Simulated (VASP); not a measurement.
# TiIn11P12 (a cell with a defect) in VASP: notebook

One crystal, TiIn11P12 (a cell with a defect), is run at these levels: PBEsol+U; tasks: single point.

Everything below comes from runs of VASP 6.6.1. Logs are shortened: lines on timing, memory, paths and dates and some standing lists are left out, and cuts for length are marked.

### Step 1. The structure

The cell holds a defect, 24 atoms: a = 12.449 Å, b = 8.300 Å, c = 8.300 Å, α = 60.00°, β = 60.00°, γ = 60.00°.

### Step 2. Single point, PBEsol+U, collinear spin, ferromagnetic start

Input file INCAR:

```
ALGO = Normal
EDIFF = 1E-5
ENCUT = 350
GGA = PS
ISIF = 2
ISMEAR = 0
ISPIN = 2
KPAR = 2
LASPH = True
LCHARG = False
LDAU = True
LDAUJ = 0 0 0
LDAUL = 2 -1 -1
LDAUPRINT = 1
LDAUTYPE = 2
LDAUU = 3 0 0
LMAXMIX = 4
LORBIT = 11
LREAL = Auto
LWAVE = False
MAGMOM = 1 0 0 0 0 0 0 0 0 0 0 0 0 0 0 0 0 0 0 0 0 0 0 0
NBANDS = 130
NELM = 120
PREC = Accurate
SIGMA = 0.03
```

Input file KPOINTS:

```
k-points
0
Gamma
  2 2 2
```

Input file POSCAR:

```
TiIn11P12
1.0
    0.0000000000      8.8030500000      8.8030500000
    5.8687000000      0.0000000000      5.8687000000
    5.8687000000      5.8687000000      0.0000000000
Ti In P
1 11 12
Direct
    0.0000000000      0.0000000000      0.0000000000
    0.0000000000      0.0000000000      0.5000000000
    0.0000000000      0.5000000000      0.0000000000
    0.0000000000      0.5000000000      0.5000000000
    0.3333330000      0.0000000000      0.0000000000
    0.3333330000      0.0000000000      0.5000000000
    0.3333330000      0.5000000000      0.0000000000
    0.3333330000      0.5000000000      0.5000000000
    0.6666670000      0.0000000000      0.0000000000
    0.6666670000      0.0000000000      0.5000000000
    0.6666670000      0.5000000000      0.0000000000
    0.6666670000      0.5000000000      0.5000000000
    0.0833333333      0.1250000000      0.1250000000
    0.0833333333      0.1250000000      0.6250000000
    0.0833333333      0.6250000000      0.1250000000
    0.0833333333      0.6250000000      0.6250000000
    0.4166663333      0.1250000000      0.1250000000
    0.4166663333      0.1250000000      0.6250000000
    0.4166663333      0.6250000000      0.1250000000
    0.4166663333      0.6250000000      0.6250000000
    0.7500003333      0.1250000000      0.1250000000
    0.7500003333      0.1250000000      0.6250000000
    0.7500003333      0.6250000000      0.1250000000
    0.7500003333      0.6250000000      0.6250000000
```

Potentials or basis: VASP PAW PBE potentials, release 64 (Ti_sv, In_d, P).

Command:

```console
$ cat potpaw_PBE.64/Ti_sv/POTCAR potpaw_PBE.64/In_d/POTCAR potpaw_PBE.64/P/POTCAR > POTCAR
$ mpirun -np 4 vasp_std > vasp.out
```

OUTCAR:

```text
EDIFF = 1E-5
   ENCUT = 350
   GGA = PS
   ISIF = 2
   ISMEAR = 0
   ISPIN = 2
   LASPH = True
   LORBIT = 11
   LREAL = Auto
   NELM = 120
   PREC = Accurate

 ion  position               nearest neighbor table
   1  0.000  0.000  0.000-  21 2.54  13 2.54  15 2.54  14 2.54
   2  0.000  0.000  0.500-  22 2.54  14 2.54  16 2.54  13 2.54
   3  0.000  0.500  0.000-  23 2.54  15 2.54  16 2.54  13 2.54
   4  0.000  0.500  0.500-  24 2.54  16 2.54  14 2.54  15 2.54
   5  0.333  0.000  0.000-  13 2.54  17 2.54  18 2.54  19 2.54
   6  0.333  0.000  0.500-  14 2.54  18 2.54  17 2.54  20 2.54
[... 16 lines left out ...]
  23  0.750  0.625  0.125-   3 2.54  11 2.54   9 2.54  12 2.54
  24  0.750  0.625  0.625-   4 2.54  12 2.54  11 2.54  10 2.54

  LATTYP: Found a face centered orthorhombic cell.
 ALAT       =     8.2995951335
 B/A-ratio  =     1.7320508076
 C/A-ratio  =     2.4494897428

  Lattice vectors:

 A1 = (   0.0000000000,   8.8030500000,   8.8030500000)
 A2 = (  -5.8687000000,   2.9343500000,   8.8030500000)
 A3 = (   5.8687000000,  -0.0000000000,   5.8687000000)

Analysis of symmetry for initial positions (statically):
=====================================================================
 Subroutine PRICEL returns:
 Original cell was already a primitive cell.

 Routine SETGRP: Setting up the symmetry group for a
 face centered orthorhombic supercell.

 Subroutine GETGRP returns: Found  2 space group operations
 (whereof  2 operations were pure point group operations)
 out of a pool of  8 trial point group operations.

The static configuration has the point symmetry C_1h.

Analysis of symmetry for dynamics (positions and initial velocities):
=====================================================================
 Subroutine PRICEL returns:
 Original cell was already a primitive cell.

 Routine SETGRP: Setting up the symmetry group for a
 face centered orthorhombic supercell.

 Subroutine GETGRP returns: Found  2 space group operations
 (whereof  2 operations were pure point group operations)
 out of a pool of  8 trial point group operations.

The dynamic configuration has the point symmetry C_1h.

Analysis of structural, dynamic, and magnetic symmetry:
=====================================================================
 Subroutine PRICEL returns:
 Original cell was already a primitive cell.

 Routine SETGRP: Setting up the symmetry group for a
 face centered orthorhombic supercell.

 Subroutine GETGRP returns: Found  2 space group operations
 (whereof  2 operations were pure point group operations)
 out of a pool of  8 trial point group operations.

The overall configuration has the point symmetry C_1h.

 Subroutine INISYM returns: Found  2 space group operations
 (whereof  2 operations are pure point group operations),
 and found     1 'primitive' translations

----------------------------------------------------------------------------------------

                                     Primitive cell

  volume of cell :     606.3830

  direct lattice vectors                    reciprocal lattice vectors
     0.000000000  8.803050000  8.803050000    -0.056798496  0.056798496  0.056798496
     5.868700000  0.000000000  5.868700000     0.085197744 -0.085197744  0.085197744
     5.868700000  5.868700000  0.000000000     0.085197744  0.085197744 -0.085197744

  length of vectors
    12.449392700  8.299595133  8.299595133     0.098377881  0.147566821  0.147566821

  position of ions in fractional coordinates (direct lattice)
     0.000000000  0.000000000  0.000000000
     0.000000000  0.000000000  0.500000000
     0.000000000  0.500000000  0.000000000
     0.000000000  0.500000000  0.500000000
     0.333333000  0.000000000  0.000000000
[... 129 lines left out ...]
   LHFCALC =     F    Hartree Fock is set to
   AEXX    =    0.0000 exact exchange contribution
   IVDW    =     0    specifies the selected vdW correction
   LEPSILON=     F    determine dielectric tensor
   LRPA    =     F    only Hartree local field effects (RPA)
 spin polarized calculation
 Gauss-broadening in eV      SIGMA  =   0.03
  energy-cutoff  :      350.00
  volume of cell :      606.38
 maximum number of plane-waves:      9035
 NGX is ok and might be reduce to    80
   NGX = 37   NGY = 25   NGZ = 25

 number of electron     215.0000078 magnetization      -0.0508253

atom =   1  type =  1  l = 2

 onsite density matrix

spin component  1

  0.1562  0.0007  0.0042 -0.0010 -0.0088
  0.0007  0.1617  0.0035  0.0007 -0.0061
  0.0042  0.0035  0.1239  0.0056 -0.1533
 -0.0010  0.0007  0.0056  0.1562 -0.0080
 -0.0088 -0.0061 -0.1533 -0.0080  0.3009

spin component  2

  0.1550  0.0007 -0.0021 -0.0010 -0.0014
  0.0007  0.1538  0.0000  0.0007 -0.0000
 -0.0021  0.0000  0.2811  0.0023  0.1426
 -0.0010  0.0007  0.0023  0.1550  0.0012
 -0.0014 -0.0000  0.1426  0.0012  0.1164

 occupancies and eigenvectors

  o =  0.0341  v =  0.0000  0.0000  0.0000  0.0000  0.0000  0.0011  0.0003 -0.5000  0.0011  0.8660      0.0000  0.0000  0.0000  0.0000  0.0000  0.0000  0.0000  0.0000  0.0000  0.0000
  o =  0.0354  v = -0.0066 -0.0000 -0.8660  0.0066 -0.5000  0.0000  0.0000  0.0000  0.0000  0.0000      0.0000  0.0000  0.0000  0.0000  0.0000  0.0000  0.0000  0.0000  0.0000  0.0000
  o =  0.1530  v =  0.0000  0.0000  0.0000  0.0000  0.0000 -0.4772  0.7379 -0.0004 -0.4772  0.0007      0.0000  0.0000  0.0000  0.0000  0.0000  0.0000  0.0000  0.0000  0.0000  0.0000
  o =  0.1543  v =  0.7039 -0.0774 -0.0280  0.7039  0.0485  0.0000  0.0000  0.0000  0.0000  0.0000      0.0000  0.0000  0.0000  0.0000  0.0000  0.0000  0.0000  0.0000  0.0000  0.0000
  o =  0.1548  v =  0.0000  0.0000  0.0000  0.0000  0.0000  0.5218  0.6749  0.0007  0.5218 -0.0012      0.0000  0.0000  0.0000  0.0000  0.0000  0.0000  0.0000  0.0000  0.0000  0.0000
  o =  0.1560  v =  0.0000  0.0000  0.0000  0.0000  0.0000 -0.7070  0.0000 -0.0151  0.7070 -0.0087      0.0000  0.0000  0.0000  0.0000  0.0000  0.0000  0.0000  0.0000  0.0000  0.0000
  o =  0.1572  v =  0.7071  0.0000 -0.0081 -0.7071 -0.0047  0.0000  0.0000  0.0000  0.0000  0.0000      0.0000  0.0000  0.0000  0.0000  0.0000  0.0000  0.0000  0.0000  0.0000  0.0000
  o =  0.1616  v =  0.0534  0.9965 -0.0177  0.0534  0.0306  0.0000  0.0000  0.0000  0.0000  0.0000      0.0000  0.0000  0.0000  0.0000  0.0000  0.0000  0.0000  0.0000  0.0000  0.0000
  o =  0.3635  v =  0.0000  0.0000  0.0000  0.0000  0.0000 -0.0123 -0.0000  0.8659  0.0123  0.4999      0.0000  0.0000  0.0000  0.0000  0.0000  0.0000  0.0000  0.0000  0.0000  0.0000
  o =  0.3904  v = -0.0414 -0.0309 -0.4989 -0.0414  0.8641  0.0000  0.0000  0.0000  0.0000  0.0000      0.0000  0.0000  0.0000  0.0000  0.0000  0.0000  0.0000  0.0000  0.0000  0.0000

 number of electron     215.0000077 magnetization       0.0248894

 Free energy of the ion-electron system (eV)
  ---------------------------------------------------
  ext. energy  EPLUGINS =         0.00000000
  ---------------------------------------------------
  free energy    TOTEN  =      -112.18832930 eV

  energy without entropy =     -112.18691427  energy(sigma->0) =     -112.18762179

 E-fermi :   5.5499     XC(G=0):  -9.4313

 val. band max:        5.5128386716   @ k =   0.5000   0.0000   0.5000
 cond. band min:       5.5851819531   @ k =   0.0000   0.5000   0.0000
 fundamental gap:      0.0723432815
 Fermi energy:         5.5499142993

 spin component 1

 k-point     1 :       0.0000    0.0000    0.0000
  band No.  band energies     occupation
      1     -52.5492      1.00000
      2     -29.0887      1.00000
      3     -28.7829      1.00000
      4     -28.7806      1.00000
      5      -9.3600      1.00000
      6      -9.3462      1.00000
[... 721 lines left out ...]
    118       7.8909      0.00000
    119       7.9157      0.00000
 Fermi energy:         5.5499142993

 spin component 2

 k-point     1 :       0.0000    0.0000    0.0000
  band No.  band energies     occupation
      1     -52.5072      1.00000
      2     -28.9774      1.00000
      3     -28.9589      1.00000
      4     -28.5975      1.00000
      5      -9.3599      1.00000
      6      -9.3463      1.00000
[... 721 lines left out ...]
    118       7.8907      0.00000
    119       7.9262      0.00000
 [bands above 119 left out]

------------------------ aborting loop because EDIFF is reached ----------------------------------------

  FORCE on cell =-STRESS in cart. coord.  units (eV):
  Direction    XX          YY          ZZ          XY          YZ          ZX
  --------------------------------------------------------------------------------------
  -------------------------------------------------------------------------------------
  Total       -3.9382227     -4.0081175     -4.0081175      0.6827078     -0.5331856      0.6827083
  in kB      -10.4055221    -10.5901972    -10.5901972      1.8038420     -1.4087763      1.8038432
  external PRESSURE =     -10.5286388 kB  Pullay stress =       0.0000000 kB

 VOLUME and BASIS-vectors are now :
 -----------------------------------------------------------------------------
  energy-cutoff  :      350.00
  volume of cell :      606.38
      direct lattice vectors                 reciprocal lattice vectors
     0.000000000  8.803050000  8.803050000    -0.056798496  0.056798496  0.056798496
     5.868700000  0.000000000  5.868700000     0.085197744 -0.085197744  0.085197744
     5.868700000  5.868700000  0.000000000     0.085197744  0.085197744 -0.085197744

 POSITION                                       TOTAL-FORCE (eV/Angst)
 -----------------------------------------------------------------------------------
      0.00000      0.00000      0.00000         0.034216     -0.017733     -0.017733
      2.93435      2.93435      0.00000         0.009910     -0.001260     -0.041771
      2.93435      0.00000      2.93435         0.009910     -0.041771     -0.001260
      5.86870      2.93435      2.93435         0.030293     -0.012918     -0.012918
      0.00000      2.93435      2.93435         0.002337      0.026058      0.026058
      2.93435      5.86870      2.93435        -0.023275     -0.006651      0.019542
[... 16 lines left out ...]
      4.40152      7.33588     10.27023         0.005093      0.008762      0.015111
      7.33587     10.27023     10.27023         0.005208      0.002450      0.002450
 -----------------------------------------------------------------------------------
    total drift:                                0.034315      0.011099      0.011097

  FREE ENERGIE OF THE ION-ELECTRON SYSTEM (eV)
  ---------------------------------------------------
  free  energy   TOTEN  =      -112.1883293046 eV

  energy  without entropy=     -112.1869142669  energy(sigma->0) =     -112.18762179

 total charge

# of ion       s       p       d       tot
------------------------------------------
    1        2.197   6.094   1.767  10.058
    2        0.829   0.768   9.897  11.495
    3        0.829   0.768   9.897  11.495
    4        0.831   0.768   9.897  11.496
    5        0.824   0.770   9.898  11.493
    6        0.825   0.770   9.898  11.493
[... 16 lines left out ...]
   23        1.022   1.484   0.000   2.506
   24        1.021   1.482   0.000   2.502
--------------------------------------------------
tot         23.556  32.398 110.648 166.602

 magnetization (x)

# of ion       s       p       d       tot
------------------------------------------
    1        0.001   0.000   0.025   0.026
    2       -0.004  -0.001   0.000  -0.005
    3       -0.004  -0.001   0.000  -0.005
    4        0.008   0.001  -0.001   0.009
    5        0.002   0.000  -0.000   0.002
    6       -0.001  -0.000   0.000  -0.002
[... 16 lines left out ...]
   23       -0.000  -0.001   0.000  -0.001
   24        0.000   0.002   0.000   0.002
--------------------------------------------------
tot         -0.001  -0.004   0.025   0.021
```

Wall time 7.2 min (4 MPI ranks of Intel Xeon 6975P-C (Granite Rapids), shared host); peak memory 0.56 GiB.

What came out:

- Free energy: -112.1883 eV
- Pressure: -1.1 GPa
- Largest force: 0.907 eV/Å
- Band gap on the k mesh: none (metal or under the smearing width)
- Net moment: 0.02 μB per cell
- Site moments: Ti +0.03; In -0.01, +0.01, +0.00, -0.00; P +0.00, -0.00 μB
- Valence electrons inside the program's atomic spheres: Ti 10.06; In 11.49, 11.50; P 2.51, 2.50, 2.52

Forces in eV/Å, atoms in the order of the input:
```
Ti   0.034 -0.018 -0.018
In   0.010 -0.001 -0.042
In   0.010 -0.042 -0.001
In   0.030 -0.013 -0.013
In   0.002  0.026  0.026
In  -0.023 -0.007  0.020
In  -0.023  0.020 -0.007
In   0.011 -0.012 -0.012
In  -0.016 -0.041 -0.041
In   0.039  0.013 -0.053
In   0.039 -0.053  0.013
In   0.013 -0.009 -0.009
P   -0.542 -0.487 -0.487
P    0.483  0.573 -0.511
P    0.483 -0.511  0.573
P   -0.009  0.015  0.015
P   -0.040  0.016  0.016
P    0.000  0.008  0.008
P    0.000  0.008  0.008
P   -0.007  0.006  0.006
P   -0.511  0.481  0.481
P    0.005  0.015  0.009
P    0.005  0.009  0.015
P    0.005  0.002  0.002
```

Eigenvalues of the final occupation matrices:
| site | spin | trace | eigenvalues |
| --- | --- | --- | --- |
| site 1 d | 1 | 0.90 | 0.04 0.15 0.16 0.16 0.39 |
| site 1 d | 2 | 0.86 | 0.03 0.15 0.15 0.16 0.36 |

Caveat: the k mesh is coarse (spacing up to 0.46 Å⁻¹), so the values aren't converged; the PAW data sets were made with another functional, which shifts forces and pressure a little; the U is typed as a test and isn't derived for this compound. The state reached can hang on the start; a lower one may exist.

[end of part 1 of 2]
